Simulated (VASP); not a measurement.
Level of theory: PBEsol GGA with spin-orbit coupling, VASP's PBE PAW potentials (set 64) (plane waves; VASP).

The input files of a VASP run:

### INCAR
```
ALGO  =  Normal
EDIFF  =  1E-6
ENCUT  =  400
GGA  =  PS
GGA_COMPAT  =  .FALSE.
ISIF  =  2
ISMEAR  =  -1
LASPH  =  .TRUE.
LCHARG  =  .FALSE.
LMAXMIX  =  4
LNONCOLLINEAR  =  .TRUE.
LORBIT  =  11
LREAL  =  .FALSE.
LSORBIT  =  .TRUE.
LWAVE  =  .FALSE.
MAGMOM  =  0.0 0.0 0.0 0.0 0.0 0.0 0.0 0.0 0.0 0.0 0.0 0.0 0.0 0.0 0.0
NELM  =  100
PREC  =  Accurate
SIGMA  =  0.1
SYSTEM  =  Ti3GeN
```

**POSCAR**
```
Ti3GeN
4.0333870
  1.0000000000   0.0000000000   0.0000000000
  0.0000000000   1.0000000000   0.0000000000
  0.0000000000   0.0000000000   1.0000000000
Ge N Ti
1 1 3
Cartesian
  0.0000000000   0.0000000000   0.0000000000
  0.5000000000   0.5000000000   0.5000000000
  0.0000000000   0.5000000000   0.5000000000
  0.5000000000   0.5000000000   0.0000000000
  0.5000000000   0.0000000000   0.5000000000
```

KPOINTS:
```
kpoints
0
gamma
  6 6 6
```

POTCAR, in this order: Ge_d N Ti_sv (PBE.64 set). Program: vasp_ncl.

At this cut-off the stress carries a Pulay error, which pulls relaxed volumes low.

Q: Predict the energy per atom (σ→0), pressure, band gap (on the k-mesh).

A: 
The energy per atom (σ→0) comes out as -8749 meV/atom. The band gap (on the k-mesh) comes out as none (metal, semimetal or under 0.01 eV) and the pressure comes out as 2.82 GPa.

**OSZICAR**
```
...
DAV:   9    -0.438651117997E+02    0.43693E-02   -0.11090E-01  3888   0.164E+00    0.725E-01
DAV:  10    -0.438662940875E+02   -0.11823E-02   -0.18139E-02  3572   0.886E-01    0.266E-01
DAV:  11    -0.438665591651E+02   -0.26508E-03   -0.15508E-03  3982   0.277E-01    0.111E-01
DAV:  12    -0.438665985665E+02   -0.39401E-04   -0.13863E-04  3524   0.825E-02    0.330E-02
DAV:  13    -0.438665935862E+02    0.49802E-05   -0.35436E-05  3582   0.672E-02    0.101E-02
DAV:  14    -0.438665925596E+02    0.10266E-05   -0.31310E-06  2766   0.130E-02    0.395E-03
DAV:  15    -0.438665930151E+02   -0.45551E-06   -0.62595E-07  1990   0.704E-03
   1 F= -.43866593E+02 E0= -.43746495E+02  d E =-.240197E+00  mag=     0.0000    -0.0000     0.0000
```

The structure was generated: Ti3GeN was put into an ordered model structure, which need not be its known phase. The cell was not relaxed at this level. The run is one of a series of settings (GGA_COMPAT = .FALSE., LNONCOLLINEAR = .TRUE., LSORBIT = .TRUE., MAGMOM = 0.0 0.0 0.0 0.0 0.0 0.0 0.0 0.0 0.0 0.0 0.0 0.0 0.0 0.0 0.0, program vasp_ncl against the base run), some of them coarse on purpose.
